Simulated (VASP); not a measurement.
Computed with PBE GGA with D3 dispersion (Becke-Johnson damping), VASP's PBE PAW potentials (set 64) (plane waves; VASP 6.6.1).

Input for VASP

KPOINTS:
```
Automatic mesh
0
Gamma
8 8 8
0 0 0
```

### POSCAR
```
TiO2
1.0
 -1.9350457921   1.9350457921   4.8740321397
  1.9350457921  -1.9350457921   4.8740321397
  1.9350457921   1.9350457921  -4.8740321397
Ti O
2 4
Cart
  0.0000000000   1.9350457921   2.4370160698
  0.0000000000   0.0000000000   0.0000000000
  0.0000000000   1.9350457921   0.4063132686
 -0.0000000000   0.0000000000   7.7173614782
  0.0000000000  -0.0000000000   2.0307028012
 -0.0000000000   1.9350457921   4.4677188711
```

### INCAR
```
ALGO  =  Normal
EDIFF  =  1E-7
EDIFFG  =  -0.01
ENCUT  =  520
GGA  =  PE
IBRION  =  2
ISIF  =  4
ISMEAR  =  0
IVDW  =  12
LASPH  =  .TRUE.
LCHARG  =  .FALSE.
LMAXMIX  =  4
LREAL  =  .FALSE.
LWAVE  =  .FALSE.
NELM  =  100
NSW  =  30
PREC  =  Accurate
SIGMA  =  0.05
SYSTEM  =  TiO2
```

POTCAR, in this order: Ti_sv O (PBE.64 set). Program: vasp_std.

The run wrote:

**OUTCAR**
```
 ion  position               nearest neighbor table
   1  0.750  0.250  0.500-   4 1.98   5 1.98   4 1.98   5 1.98   3 2.03   6 2.03
   2  0.000  0.000  0.000-   3 1.98   6 1.98   3 1.98   6 1.98   5 2.03   4 2.03
   3  0.542  0.042  0.500-   2 1.98   2 1.98   1 2.03
   4  0.792  0.792  0.000-   1 1.98   1 1.98   2 2.03
   5  0.208  0.208  0.000-   1 1.98   1 1.98   2 2.03
   6  0.958  0.458  0.500-   2 1.98   2 1.98   1 2.03
  LATTYP: Found a body centered tetragonal cell.
 ALAT       =     3.8700915842
 C/A-ratio  =     2.5188200505
 Subroutine PRICEL returns:
 Original cell was already a primitive cell.
 Subroutine GETGRP returns: Found 16 space group operations
The static configuration has the point symmetry D_2d.
 The point group associated with its full space group is D_4h.
The dynamic configuration has the point symmetry D_2d.
 Subroutine INISYM returns: Found 16 space group operations
 Subroutine IBZKPT returns following result:
 Found     59 irreducible k-points:

 Following reciprocal coordinates:
            Coordinates               Weight
  0.000000  0.000000  0.000000      1.000000
  0.125000  0.000000 -0.000000      8.000000
  0.250000  0.000000 -0.000000      8.000000
  0.375000  0.000000  0.000000      8.000000
  0.500000  0.000000 -0.000000      4.000000
  0.125000  0.125000 -0.000000      8.000000
  0.250000  0.125000 -0.000000     16.000000
  0.375000  0.125000 -0.000000     16.000000
  0.500000  0.125000 -0.000000     16.000000
 -0.375000  0.125000  0.000000     16.000000
 -0.250000  0.125000  0.000000     16.000000
 -0.125000  0.125000  0.000000      4.000000
  0.250000  0.250000 -0.000000      8.000000
  0.375000  0.250000 -0.000000     16.000000
  0.500000  0.250000 -0.000000     16.000000
 -0.375000  0.250000 -0.000000     16.000000
 -0.250000  0.250000  0.000000      4.000000
  0.375000  0.375000  0.000000      8.000000
...
```

### OSZICAR
```
       N       E                     dE             d eps       ncg     rms          rms(c)
DAV:   1     0.677170137210E+03    0.67717E+03   -0.24888E+04  3304   0.197E+03
DAV:   2     0.489694007314E+02   -0.62820E+03   -0.60882E+03  3664   0.570E+02
DAV:   3    -0.660336126222E+02   -0.11500E+03   -0.11202E+03  5016   0.215E+02
DAV:   4    -0.714095003310E+02   -0.53759E+01   -0.53713E+01  4708   0.499E+01
DAV:   5    -0.716348131102E+02   -0.22531E+00   -0.22526E+00  4652   0.790E+00    0.306E+01
DAV:   6    -0.546501380282E+02    0.16985E+02   -0.12771E+02  4296   0.102E+02    0.127E+01
DAV:   7    -0.539795313131E+02    0.67061E+00   -0.21536E+01  4284   0.354E+01    0.745E+00
DAV:   8    -0.539386618673E+02    0.40869E-01   -0.50167E+00  4280   0.199E+01    0.406E+00
DAV:   9    -0.537750364511E+02    0.16363E+00   -0.15285E+00  4516   0.103E+01    0.108E+00
DAV:  10    -0.537880717370E+02   -0.13035E-01   -0.94333E-02  3884   0.243E+00    0.297E-01
DAV:  11    -0.537866798254E+02    0.13919E-02   -0.89857E-03  4292   0.631E-01    0.874E-02
DAV:  12    -0.537868329936E+02   -0.15317E-03   -0.88156E-04  4608   0.209E-01    0.842E-02
DAV:  13    -0.537867727530E+02    0.60241E-04   -0.48575E-04  4672   0.166E-01    0.138E-02
DAV:  14    -0.537867754705E+02   -0.27175E-05   -0.32931E-05  4528   0.407E-02    0.625E-03
DAV:  15    -0.537867759702E+02   -0.49966E-06   -0.24492E-06  5112   0.111E-02    0.293E-03
DAV:  16    -0.537867758595E+02    0.11067E-06   -0.19346E-07  2872   0.319E-03    0.172E-03
DAV:  17    -0.537867758081E+02    0.51451E-07   -0.68975E-07  4000   0.570E-03
   1 F= -.55043971E+02 E0= -.55043971E+02  d E =-.550440E+02
       N       E                     dE             d eps       ncg     rms          rms(c)
DAV:   1    -0.537923457127E+02   -0.55699E-02   -0.45437E+00  3312   0.131E+01    0.277E-01
DAV:   2    -0.537993955802E+02   -0.70499E-02   -0.78877E-02  3784   0.192E+00    0.217E-01
DAV:   3    -0.537990083427E+02    0.38724E-03   -0.26792E-03  4596   0.315E-01    0.145E-01
DAV:   4    -0.537986772214E+02    0.33112E-03   -0.16203E-03  3756   0.340E-01    0.335E-02
DAV:   5    -0.537986855447E+02   -0.83233E-05   -0.36313E-04  3660   0.152E-01    0.201E-02
DAV:   6    -0.537986821921E+02    0.33526E-05   -0.30796E-05  4644   0.422E-02    0.107E-02
DAV:   7    -0.537986825108E+02   -0.31870E-06   -0.18142E-05  4368   0.302E-02    0.593E-03
DAV:   8    -0.537986820628E+02    0.44799E-06   -0.26846E-06  3812   0.122E-02    0.111E-03
DAV:   9    -0.537986820995E+02   -0.36739E-07   -0.20352E-07  2700   0.353E-03
   2 F= -.55055465E+02 E0= -.55055465E+02  d E =-.114934E-01
       N       E                     dE             d eps       ncg     rms          rms(c)
DAV:   1    -0.537985873021E+02    0.94761E-04   -0.16164E+00  3304   0.780E+00    0.170E-01
DAV:   2    -0.538010795103E+02   -0.24922E-02   -0.27987E-02  3772   0.114E+00    0.131E-01
DAV:   3    -0.538009385347E+02    0.14098E-03   -0.96085E-04  4584   0.192E-01    0.886E-02
DAV:   4    -0.538008229472E+02    0.11559E-03   -0.58601E-04  3744   0.203E-01    0.150E-02
DAV:   5    -0.538008250261E+02   -0.20788E-05   -0.12776E-04  3608   0.963E-02    0.995E-03
DAV:   6    -0.538008254660E+02   -0.43992E-06   -0.41486E-06  4440   0.141E-02    0.553E-03
DAV:   7    -0.538008255647E+02   -0.98736E-07   -0.34117E-07  3124   0.516E-03
   3 F= -.55057363E+02 E0= -.55057363E+02  d E =-.133921E-01
       N       E                     dE             d eps       ncg     rms          rms(c)
DAV:   1    -0.538227740286E+02   -0.21949E-01   -0.28523E+00  3304   0.154E+01    0.102E+00
DAV:   2    -0.538156593898E+02    0.71146E-02   -0.12349E-01  3616   0.294E+00    0.586E-01
DAV:   3    -0.538083222479E+02    0.73371E-02   -0.16443E-02  3996   0.126E+00    0.879E-02
DAV:   4    -0.538084040374E+02   -0.81789E-04   -0.28487E-03  4160   0.471E-01    0.563E-02
DAV:   5    -0.538083783423E+02    0.25695E-04   -0.19344E-04  4332   0.121E-01    0.224E-02
DAV:   6    -0.538083807428E+02   -0.24005E-05   -0.24516E-05  4504   0.457E-02    0.545E-03
DAV:   7    -0.538083814654E+02   -0.72264E-06   -0.30338E-06  4036   0.140E-02    0.239E-03
DAV:   8    -0.538083815000E+02   -0.34594E-07   -0.18968E-07  2616   0.358E-03
   4 F= -.55064952E+02 E0= -.55064952E+02  d E =-.758841E-02
       N       E                     dE             d eps       ncg     rms          rms(c)
DAV:   1    -0.538629181302E+02   -0.54537E-01   -0.10049E+01  3304   0.289E+01    0.191E+00
DAV:   2    -0.538384935234E+02    0.24425E-01   -0.43624E-01  3656   0.535E+00    0.110E+00
DAV:   3    -0.538135570008E+02    0.24937E-01   -0.63122E-02  4036   0.238E+00    0.259E-01
DAV:   4    -0.538129592110E+02    0.59779E-03   -0.11708E-02  4392   0.930E-01    0.847E-02
DAV:   5    -0.538129498983E+02    0.93127E-05   -0.39415E-04  4240   0.172E-01    0.427E-02
DAV:   6    -0.538129557995E+02   -0.59012E-05   -0.85675E-05  4392   0.809E-02    0.978E-03
DAV:   7    -0.538129586080E+02   -0.28085E-05   -0.96254E-06  4076   0.255E-02    0.418E-03
DAV:   8    -0.538129587521E+02   -0.14408E-06   -0.71455E-07  3444   0.674E-03    0.140E-03
DAV:   9    -0.538129588008E+02   -0.48754E-07   -0.13519E-07  2224   0.317E-03
   5 F= -.55069620E+02 E0= -.55069620E+02  d E =-.122570E-01
       N       E                     dE             d eps       ncg     rms          rms(c)
DAV:   1    -0.538137278207E+02   -0.76907E-03   -0.14012E-01  3304   0.341E+00    0.225E-01
DAV:   2    -0.538134011581E+02    0.32666E-03   -0.59890E-03  3644   0.656E-01    0.129E-01
DAV:   3    -0.538130476378E+02    0.35352E-03   -0.76660E-04  3964   0.272E-01    0.148E-02
DAV:   4    -0.538130544463E+02   -0.68085E-05   -0.10896E-04  4120   0.944E-02    0.107E-02
DAV:   5    -0.538130539216E+02    0.52468E-06   -0.71596E-06  4464   0.230E-02    0.485E-03
DAV:   6    -0.538130543262E+02   -0.40456E-06   -0.77998E-07  3660   0.929E-03    0.108E-03
DAV:   7    -0.538130544216E+02   -0.95390E-07   -0.13410E-07  2336   0.304E-03
   6 F= -.55069702E+02 E0= -.55069702E+02  d E =-.123389E-01
```

### OUTCAR
```
------------------------ aborting loop because EDIFF is reached ----------------------------------------
 Edisp (eV)   -1.25665
  FORCE on cell =-STRESS in cart. coord.  units (eV):
  Direction    XX          YY          ZZ          XY          YZ          ZX
  --------------------------------------------------------------------------------------
  Total      -4.27290    -4.27290    -4.23026     0.00000    -0.00000     0.00000
  in kB     -93.77835   -93.77835   -92.84241     0.00000    -0.00000     0.00000
  external pressure =      -93.47 kB  Pullay stress =        0.00 kB
  volume of cell :       73.00
      direct lattice vectors                 reciprocal lattice vectors
    -1.915905293  1.915905293  4.971904840     0.000000000  0.260973234  0.100565078
     1.915905293 -1.915905293  4.971904840     0.260973234  0.000000000  0.100565078
     1.915905293  1.915905293 -4.971904840     0.260973234  0.260973234  0.000000000
 POSITION                                       TOTAL-FORCE (eV/Angst)
 -----------------------------------------------------------------------------------
     -0.00000      1.91591      2.48595        -0.000000     -0.000000     -0.000000
      0.00000      0.00000      0.00000        -0.000000     -0.000000     -0.000000
      0.00000      1.91591      0.45945         0.000000      0.000000     -0.009835
      0.00000      0.00000      7.91731         0.000000      0.000000     -0.009835
      0.00000      0.00000      2.02650        -0.000000     -0.000000      0.009835
     -0.00000      1.91591      4.51245        -0.000000     -0.000000      0.009835
 -----------------------------------------------------------------------------------
    total drift:                               -0.000000     -0.000000     -0.000000
  FREE ENERGIE OF THE ION-ELECTRON SYSTEM (eV)
  ---------------------------------------------------
  free  energy   TOTEN  =       -55.0697020433 eV

  energy  without entropy=      -55.0697020433  energy(sigma->0) =      -55.06970204

 reached required accuracy - stopping structural energy minimisation
```
(Selected blocks of OUTCAR.)

File CONTCAR:
```
TiO2
   1.00000000000000
    -1.9159052932606964    1.9159052932606964    4.9719048395110743
     1.9159052932606964   -1.9159052932606964    4.9719048395110743
     1.9159052932606964    1.9159052932606964   -4.9719048395110743
  Ti              O
     2     4
Direct
     0.7500000000000000    0.2500000000000000    0.5000000000000000
     0.0000000000000000    0.0000000000000000    0.0000000000000000
     0.5462047915291842    0.0462047915291843    0.5000000000000000
     0.7962047915291842    0.7962047915291842    0.0000000000000000
     0.2037952084708157    0.2037952084708157    0.0000000000000000
     0.9537952084708158    0.4537952084708157    0.5000000000000000
```

### OUTCAR
```
 val. band max:        2.7308212330   @ k =  -0.3750   0.3750   0.0000

 cond. band min:       4.8526693635   @ k =   0.0000   0.0000   0.0000


 Fermi energy:         3.0765494514

 k-point     1 :       0.0000    0.0000    0.0000
  band No.  band energies     occupation
      1     -53.8054      2.00000
      2     -53.7654      2.00000
      3     -30.1847      2.00000
      4     -29.9943      2.00000
      5     -29.9943      2.00000
      6     -29.9448      2.00000
      7     -29.9448      2.00000
      8     -29.8879      2.00000
      9     -14.6318      2.00000
     10     -13.6389      2.00000
     11     -13.6023      2.00000
     12     -13.1867      2.00000
     13      -1.0229      2.00000
     14      -0.9793      2.00000
     15      -0.9793      2.00000
     16      -0.4990      2.00000
     17       0.8573      2.00000
     18       0.8862      2.00000
     19       0.8862      2.00000
     20       1.9447      2.00000
     21       1.9447      2.00000
     22       1.9716      2.00000
     23       2.4211      2.00000
     24       2.4211      2.00000
     25       4.8527      0.00000
     26       5.4344      0.00000
     27       6.6762      0.00000
     28       6.6778      0.00000

 k-point     2 :       0.1250    0.0000   -0.0000
  band No.  band energies     occupation
      1     -53.8040      2.00000
      2     -53.7663      2.00000
      3     -30.1810      2.00000
      4     -30.0094      2.00000
      5     -29.9953      2.00000
      6     -29.9515      2.00000
      7     -29.9431      2.00000
      8     -29.8889      2.00000
      9     -14.5589      2.00000
     10     -13.6235      2.00000
     11     -13.5615      2.00000
     12     -13.1786      2.00000
     13      -1.1918      2.00000
     14      -1.0096      2.00000
     15      -0.9672      2.00000
     16      -0.5018      2.00000
     17       0.8269      2.00000
     18       0.8657      2.00000
     19       0.9643      2.00000
     20       1.6352      2.00000
...
```

The compound is TiO2 in the anatase structure, one of several forms; rutile is the usual stable one. This cell is one point of a volume scan, at 1.06 of the reference volume. Symmetry was kept, so distortions that lower it aren't found.
